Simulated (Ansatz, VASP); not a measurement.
# Cross-check of Ca3Al2Si3O12 between VASP and Ansatz, part 2 of 2

One calculation is typed for both programs; each brings its own data sets. How far apart do they land? Of the first pair: The structure shown is frame 59 of Ansatz's trajectory.

VASP 6.6.1 and Ansatz 0.2.0.

So far. Step 3 (VASP: single point, PBE, pair 1): The run ends at a pressure of -0.08 GPa, with forces up to 4.9 eV/Å.

## 6. VASP: single point, PBE, pair 2

Level of this step: PBE; plane waves and PAW (Al, Ca_sv, O, Si) (VASP).

The same cell, functional, mesh and smearing now go to VASP, with its own data sets.

Input file INCAR:

```
SYSTEM = Ca3Al2Si3O12
PREC = Accurate
ENCUT = 520
EDIFF = 1E-06
NELM = 120
ISMEAR = -1
SIGMA = 0.078
LREAL = Auto
ALGO = Normal
GGA = PE
NBANDS = 448
LORBIT = 11
LWAVE = .FALSE.
LCHARG = .FALSE.
ISIF = 2
LASPH = .TRUE.
GGA_COMPAT = .FALSE.
EFERMI = MIDGAP
NCORE = 4
```

Input file POSCAR:

```
Ca3Al2Si3O12
1.0
   11.6670500000      0.0000000000      0.0000000000
    0.0000000000     11.6670500000      0.0000000000
    0.0000000000      0.0000000000     11.6670500000
Al Ca O Si
12 18 72 18
Direct
    0.1548891965      0.8205844665      0.6668009480
    0.4109950673      0.8529662597      0.3077898869
    0.0202107645      0.9432547216      0.8889050788
    0.5961404125      0.3043185724      0.5075747511
    0.7699718438      0.1963135497      0.9019675068
    0.1814511809      0.3715849336      0.1100963825
    0.8217158579      0.5696041416      0.7164621734
    0.2782451434      0.6568755598      0.2196099271
    0.6587183564      0.3954812913      0.0336417518
    0.5026206282      0.4895753425      0.4146292336
    0.6010688220      0.7108994990      0.7079595956
    0.9808563433      0.3116469030      0.2908447294
    0.2809021989      0.6297564509      0.4971179518
    0.5810209093      0.9798192345      0.9426290279
    0.2998015779      0.9704509709      0.8279385106
    0.5165315997      0.7027397671      0.0420157623
    0.0296390261      0.4199433447      0.6159311908
    0.8186131027      0.9943044729      0.6855289041
    0.3045157088      0.2926360991      0.6223424087
    0.3258064378      0.2565344282      0.9122871677
    0.8632773495      0.9974072280      0.1180418358
    0.9554514637      0.9183469686      0.3999468589
    0.9939359135      0.4095294012      0.9008189731
    0.0883856673      0.6798033779      0.9237210777
    0.0198422052      0.6086971428      0.2280439357
    0.6498215059      0.0480755632      0.3986526157
    0.5456649282      0.4409855105      0.7693890058
    0.1573919714      0.1152390707      0.3187780973
    0.8150389344      0.5041377212      0.3762819222
    0.4015153788      0.2628856480      0.3085870036
[... 84 atom lines left out ...]
    0.9745736926      0.7117908983      0.5477134323
    0.0852057718      0.1326384990      0.7054568207
    0.3409087987      0.0304104294      0.1173561440
    0.5736754364      0.7469240296      0.4597648934
    0.4292944660      0.4615648343      0.1390754304
    0.7191620847      0.7626006574      0.2433520041
```

Input file KPOINTS:

```
Automatic mesh
0
Gamma
1 1 1
0 0 0
```

PAW data sets: Al, Ca_sv, O and Si (PBE family, release 64).

Started as:

```
> mpirun -np 16 vasp_gam
```

Numbers of over 12 decimals in the logs are rounded to 6 here.

The log of the run:

```text
[... set-up lines as in an earlier step ...]
 entering main loop
       N       E                     dE             d eps       ncg     rms          rms(c)
DAV:   1     0.874120906193E+04    0.87412E+04   -0.41878E+05   896   0.165E+03
DAV:   2    -0.222813836361E+02   -0.87635E+04   -0.84004E+04  1096   0.460E+02
DAV:   3    -0.954613212551E+03   -0.93233E+03   -0.92619E+03  1104   0.159E+02
DAV:   4    -0.994930032876E+03   -0.40317E+02   -0.40150E+02  1160   0.309E+01
[...]
DAV:  18    -0.871102730664E+03    0.23644E-05   -0.13842E-04  1072   0.210E-02    0.121E-02
DAV:  19    -0.871102729601E+03    0.10629E-05   -0.17323E-05  1040   0.801E-03    0.467E-03
DAV:  20    -0.871102730312E+03   -0.71128E-06   -0.47913E-06   920   0.476E-03
   1 F= -.87110273E+03 E0= -.87110273E+03  d E =-.666817E-07
```

From OUTCAR (step 6):

```text
  Total       16.2844182      3.7109209     -0.7467648     -8.2326275     -7.6330992      1.2815911
  in kB       16.4285659      3.7437695     -0.7533751     -8.3055016     -7.7006664      1.2929355
  external PRESSURE =       6.4729868 kB  Pullay stress =       0.0000000 kB

 POSITION                                       TOTAL-FORCE (eV/Angst)
 -----------------------------------------------------------------------------------
      1.80710      9.57380      7.77960        -1.050423     -1.260534      1.741334
      4.79510      9.95160      3.59100         1.397842      3.188402      1.488580
      0.23580     11.00500     10.37090        -1.531609     -0.576151     -0.489978
      6.95520      3.55050      5.92190        -0.542250      1.423747     -0.166551
      8.98330      2.29040     10.52330         0.388265      0.330136      1.998324
      2.11700      4.33530      1.28450         1.120512     -0.412969     -1.133003
[...]
5.40000      2.61680      8.39570        -1.350164      0.393383      1.174211
      8.75300      0.83680     11.48120        -1.118421      0.107439     -0.873477
      9.42550      2.13450      8.78610        -0.782891      1.223060     -0.342361
      7.35770      9.25750      6.72510        -0.007690     -0.705845      1.646133
     10.98180      9.68610      7.07530        -0.651218      1.600429     -0.198083
     10.62020      6.90360      6.84020        -0.569280     -0.986299      0.659987
      2.58790      1.62420      8.48980         1.008891     -1.643763      1.470639
[...]
-----------------------------------------------------------------------------------
    total drift:                                0.009354      0.035154      0.041043

  FREE ENERGIE OF THE ION-ELECTRON SYSTEM (eV)
  ---------------------------------------------------
  free  energy   TOTEN  =      -871.1027303122 eV

  energy  without entropy=     -871.1027302455  energy(sigma->0) =     -871.10273028

[... 2 parts as in an earlier step ...]

[... 1 further part left out ...]
[key lines of the parts left out:]
E-fermi :   4.4573
```

The run ends at a pressure of 0.65 GPa, with forces up to 4.8 eV/Å.

## 7. Comparison

Forces on 9 of the 120 atoms, those with the largest forces and the largest differences (eV/Å; atoms numbered as in POSCAR):

| atom | Ansatz x, y, z | VASP x, y, z |
| --- | --- | --- |
| Al2 | 1.382, 3.150, 1.489 | 1.398, 3.188, 1.489 |
| Al11 | 2.335, 0.417, -3.015 | 2.335, 0.442, -3.029 |
| Ca24 | 1.095, 0.174, -1.412 | 1.153, 0.143, -1.477 |
| O58 | -4.402, -0.647, 1.600 | -4.445, -0.680, 1.619 |
| O76 | -0.634, 1.524, -0.248 | -0.651, 1.600, -0.198 |
| O101 | -4.099, 0.525, -2.099 | -4.167, 0.539, -2.167 |
| Si106 | -3.158, -0.404, -2.179 | -3.212, -0.370, -2.188 |
| Si107 | 1.935, 1.445, 3.355 | 1.969, 1.472, 3.407 |
| Si113 | -1.560, 4.049, -1.978 | -1.590, 4.123, -1.987 |

The forces differ by 29 meV/Å r.m.s., which is 2.3 % of the r.m.s. force of 1.241 eV/Å (both taken over all components).

## 8. Ansatz: dynamics, PBE

One frame of this run of dynamics is then solved in both programs, so the motion causes no difference.

The structure compared here is frame 178 of Ansatz's trajectory.

Input file input.yaml:

```yaml
crystal:
  lattice:
    - [11.66705, 0.0, 0.0]
    - [0.0, 11.66705, 0.0]
    - [0.0, 0.0, 11.66705]
  atoms:
    - { symbol: Al, position: [0.1587, 0.84499, 0.67821] }
    - { symbol: Al, position: [0.41317, 0.87024, 0.32129] }
    - { symbol: Al, position: [0.01768, 0.9463, 0.88815] }
    - { symbol: Al, position: [0.609, 0.30006, 0.50296] }
    - { symbol: Al, position: [0.78102, 0.18942, 0.91187] }
    - { symbol: Al, position: [0.17157, 0.37637, 0.09486] }
    - { symbol: Al, position: [0.81923, 0.55368, 0.71414] }
    - { symbol: Al, position: [0.25074, 0.65532, 0.22483] }
    - { symbol: Al, position: [0.64338, 0.39849, 0.03091] }
    - { symbol: Al, position: [0.51158, 0.48332, 0.41166] }
    - { symbol: Al, position: [0.61205, 0.68845, 0.72207] }
    - { symbol: Al, position: [0.9646, 0.29413, 0.25468] }
    - { symbol: Ca, position: [0.27867, 0.65801, 0.49569] }
    - { symbol: Ca, position: [0.57596, 0.9823, 0.92452] }
    - { symbol: Ca, position: [0.31394, 0.9894, 0.81873] }
    - { symbol: Ca, position: [0.46975, 0.71634, 0.0429] }
    - { symbol: Ca, position: [0.02796, 0.43064, 0.61342] }
    - { symbol: Ca, position: [0.80718, 0.98284, 0.69285] }
    - { symbol: Ca, position: [0.31927, 0.2985, 0.62489] }
    - { symbol: Ca, position: [0.32442, 0.22886, 0.90081] }
    - { symbol: Ca, position: [0.83859, 0.98461, 0.1228] }
    - { symbol: Ca, position: [0.93005, 0.91926, 0.38445] }
    - { symbol: Ca, position: [0.97024, 0.4247, 0.9035] }
    - { symbol: Ca, position: [0.07124, 0.68713, 0.9299] }
    - { symbol: Ca, position: [0.01244, 0.59813, 0.24273] }
    - { symbol: Ca, position: [0.68742, 0.00833, 0.4049] }
    - { symbol: Ca, position: [0.53703, 0.41519, 0.79045] }
    - { symbol: Ca, position: [0.15693, 0.1247, 0.31114] }
    - { symbol: Ca, position: [0.83092, 0.51562, 0.4051] }
    - { symbol: Ca, position: [0.39264, 0.23436, 0.33542] }
[... 84 atom lines left out ...]
    - { symbol: Si, position: [0.95657, 0.72262, 0.5445] }
    - { symbol: Si, position: [0.07644, 0.16477, 0.72386] }
    - { symbol: Si, position: [0.35097, 0.01048, 0.11448] }
    - { symbol: Si, position: [0.5818, 0.72743, 0.46621] }
    - { symbol: Si, position: [0.41412, 0.46737, 0.13731] }
    - { symbol: Si, position: [0.71608, 0.73594, 0.25634] }
kpoints:
  mp_grid: { grid: [1, 1, 1] }
hamiltonian:
  xc: pbe
scf:
  occupations: { method: fermi_dirac, width: 0.078 }
output:
  forces: true
md:
  timestep: 1.0
  n_steps: 178
  ensemble: nvt_langevin
  temperature: 900
  initial_velocities: maxwell_boltzmann
  seed: 9158
```

Started as:

```
> ansatz run input.yaml --threads 4 --pin off --max-ram 8192MiB --backend cpu --events-out ev --progress --plain --runs-dir out
```

The log of the run:

```text
[...]
Crystal: 120 atoms, lattice volume = 1588.119 Å³
Basis set: ecut = 420 eV, 31103 PW (Γ), exchange–correlation on 160×160×160 points (8 copies of the dense FFT grid, shifted against one another)
Bands: 480, of which v1, the nominal top of the filled ones, is band 360 counted from 1 (359 counted from 0)
Symmetry: 1 space group operations
k-points: 1
[...]
atom   7  Al    -0.95348821    -1.26959880    -1.35167324
  atom   8  Al    -1.70792225    -1.34467202    -2.21080975
[...]
atom 117  Si    -3.87682795     2.55994139    -0.54062452
  atom 118  Si     1.10656394    -2.06656758    -1.78961573
  atom 119  Si     0.85589273     0.32784259     0.63998147
  atom 120  Si     1.01876478    -0.08838917    -0.88920028
  max |Σ_I F_I| component: 1.56e-4 eV/Å
--- MD trajectory: 178 steps, t = 0.0 → 178.0 fs ---
[...]
[key lines of the parts left out:]
SCF converged after 9 iterations
Free energy (F): -91611.338021 eV
Fermi energy:    6.997473 eV
```

## 9. VASP: single point, PBE, pair 3

The same cell, functional, mesh and smearing now go to VASP, with its own data sets.

INCAR is that of step 6.

Input file POSCAR:

```
Ca3Al2Si3O12
1.0
   11.6670500000      0.0000000000      0.0000000000
    0.0000000000     11.6670500000      0.0000000000
    0.0000000000      0.0000000000     11.6670500000
Al Ca O Si
12 18 72 18
Direct
    0.1355269755      0.8228043936      0.6673237879
    0.4016953729      0.8874736973      0.3221294157
    0.0191222288      0.9403919585      0.8971590933
    0.5994403041      0.3021586434      0.4906381647
    0.7576036787      0.1962792651      0.9213725835
    0.1758970777      0.3730763132      0.1057422399
    0.8296527400      0.5677270604      0.7144136693
    0.2717139294      0.6594640462      0.2411577905
    0.6537385200      0.4074380413      0.0173137168
    0.5225056891      0.4954980051      0.4238860723
    0.6193253650      0.7064853583      0.7073424730
    0.9922559687      0.3050899756      0.2901504665
    0.2848534977      0.6333906172      0.5127431527
    0.5664842441      0.9953930085      0.9444461111
    0.3268178331      0.9580142367      0.8048649830
    0.5099918146      0.7001855653      0.0518211544
    0.0583009415      0.4601591662      0.6266708380
    0.8262242812      0.0034670289      0.6963114069
    0.3048928392      0.2843992269      0.6253080256
    0.3186238166      0.2199699153      0.9055845308
    0.8544747815      0.0003557026      0.1237245062
    0.9309808392      0.8890250749      0.3972126630
    0.9971758071      0.4020210765      0.9036903073
    0.0969482431      0.6819033089      0.9167955910
    0.0257134408      0.6059115201      0.2323895072
    0.6720207765      0.0390587166      0.3856758992
    0.5536703794      0.4346771463      0.7361158133
    0.1456923558      0.0877856870      0.3024757758
    0.8271071093      0.5072747610      0.3789304066
    0.3973840860      0.2574258274      0.2961931251
[... 84 atom lines left out ...]
    0.9905417393      0.6946828890      0.5375394808
    0.0850600623      0.1570748390      0.7350272777
    0.3534741001      0.0059140914      0.1115363352
    0.5728868909      0.7486125456      0.4447139594
    0.4231318114      0.4677274890      0.1444581107
    0.7288389096      0.7531123977      0.2389121500
```

KPOINTS is that of step 6.

Started as:

```
> mpirun -np 16 vasp_gam
```

The log of the run:

```text
[... set-up lines as in an earlier step ...]
 entering main loop
       N       E                     dE             d eps       ncg     rms          rms(c)
DAV:   1     0.874803567762E+04    0.87480E+04   -0.41902E+05   896   0.165E+03
DAV:   2    -0.265983206832E+02   -0.87746E+04   -0.84701E+04  1080   0.460E+02
DAV:   3    -0.955168654017E+03   -0.92857E+03   -0.92262E+03  1080   0.161E+02
DAV:   4    -0.995884301869E+03   -0.40716E+02   -0.40521E+02  1152   0.311E+01
[...]
DAV:  19    -0.871710684243E+03   -0.60110E-06   -0.12212E-05  1048   0.714E-03    0.550E-03
DAV:  20    -0.871710685533E+03   -0.12899E-05   -0.49054E-06   856   0.447E-03    0.316E-03
DAV:  21    -0.871710686019E+03   -0.48635E-06   -0.17160E-06   672   0.297E-03
   1 F= -.87171069E+03 E0= -.87171069E+03  d E =-.287654E-07
```

Parts of OUTCAR (step 9):

```text
  Total        6.3889008     27.9426026     15.7960661    -19.8089167     -6.3839554      1.5255530
  in kB        6.4454546     28.1899470     15.9358909    -19.9842628     -6.4404653      1.5390570
  external PRESSURE =      16.8570975 kB  Pullay stress =       0.0000000 kB

 POSITION                                       TOTAL-FORCE (eV/Angst)
 -----------------------------------------------------------------------------------
      1.58120      9.59970      7.78570         0.651083      0.149141     -1.351824
      4.68660     10.35420      3.75830        -0.271314     -0.106160     -0.054818
      0.22310     10.97160     10.46720         0.767367     -1.302687     -0.174232
      6.99370      3.52530      5.72430         1.564588      0.842778      0.978201
      8.83900      2.29000     10.74970         2.260133      4.326926     -1.982301
      2.05220      4.35270      1.23370        -0.284431      0.629374      1.599618
      9.67960      6.62370      8.33510        -0.925458     -1.276842     -1.359623
      3.17010      7.69400      2.81360        -1.765319     -1.397772     -2.248084
[...]
5.21660      2.32450      8.57840         1.403400     -0.764269     -1.174396
      8.36260      0.97880     11.55570        -0.358345     -2.907174      1.443039
      9.31790      2.23740      8.97660         0.441329     -0.691972     -0.290984
      7.09170      8.83510      6.68300         0.916823      1.983013      0.795268
     11.45630      9.65440      6.84660        -0.574544     -0.250016      0.419020
[...]
-----------------------------------------------------------------------------------
    total drift:                               -0.033997     -0.019476     -0.008697

  FREE ENERGIE OF THE ION-ELECTRON SYSTEM (eV)
  ---------------------------------------------------
  free  energy   TOTEN  =      -871.7106860192 eV

  energy  without entropy=     -871.7106859905  energy(sigma->0) =     -871.71068600

[... 2 parts as in an earlier step ...]

[... 1 further part left out ...]
[key lines of the parts left out:]
E-fermi :   4.4346
```

The run ends at a pressure of 1.69 GPa, with forces up to 5.7 eV/Å.

## 10. Comparison

Forces on 9 of the 120 atoms, those with the largest forces and the largest differences (eV/Å; atoms numbered as in POSCAR):

| atom | Ansatz x, y, z | VASP x, y, z |
| --- | --- | --- |
| Al5 | 2.223, 4.282, -1.946 | 2.260, 4.327, -1.982 |
| Ca20 | 0.879, 1.347, 0.561 | 0.941, 1.404, 0.601 |
| O33 | 1.254, 2.936, 2.785 | 1.292, 2.998, 2.835 |
| O40 | 1.375, -1.103, 1.100 | 1.433, -1.160, 1.153 |
| O59 | -4.115, -0.756, -2.191 | -4.179, -0.762, -2.255 |
| Si103 | 5.444, -0.724, -1.260 | 5.509, -0.733, -1.281 |
| Si104 | -4.317, 0.473, 1.149 | -4.370, 0.479, 1.136 |
| Si108 | -4.072, 0.448, 2.751 | -4.101, 0.432, 2.803 |
| Si117 | -3.877, 2.560, -0.541 | -3.879, 2.568, -0.588 |

The forces differ by 30 meV/Å r.m.s., which is 2.2 % of the r.m.s. force of 1.325 eV/Å (both taken over all components).

## 11. What came out

```json
{"r.m.s. force difference (single point, PBE, pair 1)": "2.1 % of the r.m.s. force", "r.m.s. force difference (single point, PBE, pair 2)": "2.3 % of the r.m.s. force", "r.m.s. force difference (single point, PBE, pair 3)": "2.2 % of the r.m.s. force"}
```

What this shows: The r.m.s. force difference is 2.3 % of the r.m.s. force (single point, PBE, pair 2), within the 3 % picked in this series as the mark of a large difference. How closely two codes agree says nothing of how well the functional describes the real material.

[Lines on the potential files, build, host, timing and source positions are cut from VASP's logs without a mark.]

[Logs are printed without paths, hosts, clocks, repeated set-up lines and the standing remarks that a program may print on its own settings, such as how far it seeks lower states.]

[Hosts, paths, dates, database ids (printed as entryN), source tags and the programs' standing remarks are cut or masked in the printed files.]
